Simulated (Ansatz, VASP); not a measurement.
## CuF: VASP beside Ansatz

File INCAR:

```
SYSTEM = CuF
ALGO = Normal
EDIFF = 1E-6
ENCUT = 520
GGA = PE
ISIF = 2
ISMEAR = -1
LASPH = .TRUE.
LCHARG = .FALSE.
LREAL = .FALSE.
LWAVE = .FALSE.
NBANDS = 16
NELM = 80
PREC = Accurate
SIGMA = 0.02
```

Contents of KPOINTS:

```
k-points
0
G
  6 6 6
  0 0 0
```

The input POSCAR:

```
CuF
1.0
    2.7384616894      0.0000000000      0.0000000000
    0.0000000000      2.7384616894      0.0000000000
    0.0000000000      0.0000000000      2.7384616894
Cu F
1 1
Direct
    0.0000000000      0.0000000000      0.0000000000
    0.5000000000      0.5000000000      0.5000000000
```

Input for Ansatz:

```yaml
crystal:
  lattice:
    - [2.7384616894, 0.0, 0.0]
    - [0.0, 2.7384616894, 0.0]
    - [0.0, 0.0, 2.7384616894]
  atoms:
    - { symbol: Cu, position: [0.0, 0.0, 0.0] }
    - { symbol: F, position: [0.5, 0.5, 0.5] }
kpoints:
  mp_grid: { grid: [6, 6, 6] }
hamiltonian:
  xc: pbe
scf:
  occupations: { method: fermi_dirac, width: 0.02 }
  n_extra_bands: 4
output:
  forces: true
  stress: true
  eigenvalues: true
```

The cell was built by a generator and needn't be a form met in nature.

Alike in both runs: task single point; functional PBE; k mesh 6 × 6 × 6; occupations fermi-dirac, width 0.02 eV; no spin polarisation.

```csv
,VASP,Ansatz
version,VASP 6.6.1,Ansatz 0.2.0
potentials or method,"VASP PAW PBE potentials, release 64 (Cu, F)","plane waves, PAW"
plane-wave cutoff (eV),520,420
valence electrons in the cell,18,26
```

|  | VASP | Ansatz | Ansatz less VASP |
| --- | --- | --- | --- |
| pressure (GPa) | 6.5 | 6.7 | +0.19 |

The two sets of potentials don't hold the same shells in valence.

Caveats: the k mesh is coarse (spacing up to 0.38 Å⁻¹), so the values aren't converged; the run has no spin polarisation, though such a crystal can be magnetic; semilocal functionals often make such compounds metallic where correlation or magnetic order opens a gap, which also shifts bond lengths.
